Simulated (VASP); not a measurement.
An input for Ansatz (written as the equivalent of a VASP run, and not itself run):

Ansatz 0.2 input:
```yaml
crystal:
  lattice:
    - [0.0000000, 3.1832646, 3.1832646]
    - [3.1832646, 0.0000000, 3.1832646]
    - [3.1832646, 3.1832646, 0.0000000]
  atoms:
    - { symbol: Mg, position: [0.0000000, 0.0000000, 0.0000000] }
    - { symbol: Te, position: [0.2500000, 0.2500000, 0.2500000] }
kpoints:
  mp_grid: { grid: [7, 7, 7] }
hamiltonian:
  xc: lda
  pseudopotentials: { kind: paw }
scf:
  occupations: { method: gaussian, width: 0.05 }
  max_iter: 100
relax:
  max_steps: 60
  f_tol: 0.01
  cell: {}
output: { forces: true, stress: true, eigenvalues: true }
```

Translate this input to VASP (INCAR, KPOINTS, POSCAR, choice of POTCAR).

This is not unique; one that fits is 
**KPOINTS**
```
Automatic
0
Gamma
  7 7 7
0 0 0
```

INCAR:
```
# general
SYSTEM   =  MgTe
PREC     =  Accurate
ENCUT    =  400
LREAL    =  F
LASPH    =  T

# electronic loop
EDIFF    =  1E-6
NELM     =  100
ALGO     =  Normal
LMAXMIX  =  4

# smearing
ISMEAR   =  0
SIGMA    =  0.05

# ions
IBRION   =  2
NSW      =  60
ISIF     =  3
EDIFFG   =  -0.01

# output
LWAVE    =  F
LCHARG   =  F
```

File POSCAR:
```
MgTe
1.0
  0.0000000000   3.1832645726   3.1832645726
  3.1832645726   0.0000000000   3.1832645726
  3.1832645726   3.1832645726   0.0000000000
Mg Te
1 1
Direct
  0.0000000000   0.0000000000   0.0000000000
  0.2500000000   0.2500000000   0.2500000000
```

POTCAR, in this order: Mg Te (LDA.64 set). Program: vasp_std.

The two are equivalent in intent, not identical: each code has its own PAW files, so the cut-off isn't converted (ENCUT is set for VASP's; basis.ecutwfc is left out, and Ansatz then takes the one that its files recommend); Ansatz stops its SCF on the density residual and VASP on the energy change (EDIFF); Ansatz's lda is the Perdew-Wang form, while the LDA potentials of VASP carry Perdew-Zunger's.

The compound is MgTe in the zinc blende structure, whereas wurtzite is the usual form. It was relaxed first. The start is the result of an earlier pass.
